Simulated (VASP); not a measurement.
VASP runs on CuRu (space group Fd-3m) share one base input (PBE GGA, plane waves, VASP's PBE PAW potentials (set 64)) and change the settings named in each case.

### INCAR
```
# general
SYSTEM   =  CuRu
PREC     =  Accurate
ENCUT    =  300   # plane-wave cut-off (eV)
LREAL    =  .False.
LASPH    =  .True.   # aspherical one-centre terms

# electronic loop
EDIFF    =  1E-6
NELM     =  100   # most electronic steps
ALGO     =  Normal   # blocked Davidson
LMAXMIX  =  4   # l cut-off of mixed one-centre charges

# smearing
ISMEAR   =  0   # Gaussian
SIGMA    =  0.05

# functional
GGA      =  PE   # PBE

# ions
ISIF     =  2

# output
LWAVE    =  .False.
LCHARG   =  .False.
```

KPOINTS:
```
K-points
0
G
  8 8 8
```

POSCAR:
```
CuRu
1
    0.0000000000     2.7795770000     2.7795770000
    2.7795770000     0.0000000000     2.7795770000
    2.7795770000     2.7795770000     0.0000000000
Cu Ru
2 2
Direct
  0.7500000000   0.7500000000   0.7500000000
  0.5000000000   0.5000000000   0.5000000000
  0.0000000000   0.0000000000   0.0000000000
  0.2500000000   0.2500000000   0.2500000000
```

POTCAR, in this order: Cu Ru_pv (PBE.64 set). Program: vasp_std.

```json
[
 {"change": "base run", "E(σ→0) (eV/atom)": "-5.6990", "pressure (GPa)": "70.12", "−TS (eV)": "-0.0037"},
 {"change": "GGA removed, POTCAR Cu Ru_pv (LDA.64 set)", "E(σ→0) (eV/atom)": "-7.1103", "pressure (GPa)": "?", "−TS (eV)": "?"},
 {"change": "GGA_COMPAT = .FALSE., LNONCOLLINEAR = .TRUE., LSORBIT = .TRUE., MAGMOM = 0.0 0.0 0.0 0.0 0.0 0.0 0.0 0.0 0.0 0.0 0.0 0.0, program vasp_ncl", "E(σ→0) (eV/atom)": "-5.7686", "pressure (GPa)": "?", "−TS (eV)": "?"},
 {"change": "KPOINTS 3×3×3 Γ-centred mesh", "E(σ→0) (eV/atom)": "-5.7877", "pressure (GPa)": "66.90", "−TS (eV)": "-0.0073"}
]
```

**Question.** Some entries are withheld; supply them.

**Answer.** 
- GGA_COMPAT = .FALSE., LNONCOLLINEAR = .TRUE., LSORBIT = .TRUE., MAGMOM = 0.0 0.0 0.0 0.0 0.0 0.0 0.0 0.0 0.0 0.0 0.0 0.0, program vasp_ncl, pressure (GPa): 69.53
- GGA_COMPAT = .FALSE., LNONCOLLINEAR = .TRUE., LSORBIT = .TRUE., MAGMOM = 0.0 0.0 0.0 0.0 0.0 0.0 0.0 0.0 0.0 0.0 0.0 0.0, program vasp_ncl, −TS (eV): -0.0039
- GGA removed, POTCAR Cu Ru_pv (LDA.64 set), pressure (GPa): 49.49
- GGA removed, POTCAR Cu Ru_pv (LDA.64 set), −TS (eV): -0.0040

Energies of different potentials or functionals have different zeros.  At 300 eV the pressure can carry a Pulay error.

Left out are runs that ran out of time, are held back, or changed the cell or the kind of run, fixed moments of cells without a moment, rows past the twelfth, gaps on odd meshes, pressures of charged cells and columns that move by less than the noise.

The structure was generated: CuRu was put into an ordered model structure, which need not be its known phase. The cell was not relaxed at this level, its lattice was scaled by up to 2.5 %.
